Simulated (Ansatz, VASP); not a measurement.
**Ta3AsAu2O13 in VASP and in Ansatz**

```
Ta As Au O
1.0
     5.40201   -0.00077   -0.00162
    -2.01720    5.60758   -0.00284
    -0.71822   -1.86353    8.44196
Ta As Au O
3 1 2 13
Direct
  0.37386 0.58885 0.59831
  0.46236 0.26627 0.18689
  0.70830 0.86746 0.02761
  0.97877 0.98236 0.65371
  0.10388 0.53998 0.17237
  0.66302 0.32022 0.80522
  0.06196 0.03577 0.14158
  0.98182 0.01457 0.85130
  0.11152 0.27055 0.61508
  0.16027 0.81199 0.58364
  0.43055 0.53360 0.06777
  0.91171 0.61275 0.98081
  0.60406 0.15754 0.98626
  0.55565 0.98713 0.20984
  0.30756 0.45473 0.35006
  0.79668 0.50556 0.28659
  0.66380 0.88131 0.55106
  0.47145 0.71751 0.81742
  0.65279 0.45184 0.61449
```

The cell was built by a generator and needn't be a form met in nature.

Alike in both runs: functional PBE; k mesh 6 × 5 × 3; occupations fermi-dirac, width 0.05 eV; no spin polarisation.

```csv
,VASP,Ansatz
version,VASP 6.6.1,Ansatz 0.2.0
potentials or method,"VASP PAW PBE potentials, release 64 (Ta_pv, As, Au, O)",PseudoDojo standard (PBE files)
plane-wave cutoff (eV),520,1143
valence electrons in the cell,138,170
task,electric field gradients,single point
```

Ansatz gave:

* gap on the k mesh at the Fermi level (eV): 0.51
* least direct gap on the mesh (eV): 0.58
* pressure (GPa): -0.7
* largest component of the traceless stress (GPa): 0.04
* rms of the force components (eV/Å): 0.035

Question: What did VASP give for the same quantities?

Answer: gap on the k mesh at the Fermi level (eV): 0.51; least direct gap on the mesh (eV): 0.58; pressure (GPa): 1.0; largest component of the traceless stress (GPa): 0.17; rms of the force components (eV/Å): 0.096.

Atom by atom the forces differ by 0.112 eV/Å (rms over components). The functional is the same, so the differences come from potentials, cutoffs and numerics. The two sets of potentials don't hold the same shells in valence.

Caveats: spin-orbit coupling is left out, which moves the levels of the heavy elements; an odd mesh through Γ misses points on the zone boundary, where band edges often lie (VASP); odd divisions of the mesh miss points on the zone boundary, where band edges often lie, so the gap on the mesh can be too wide (Ansatz). As with any semilocal functional, this PBE gap is likely too small.
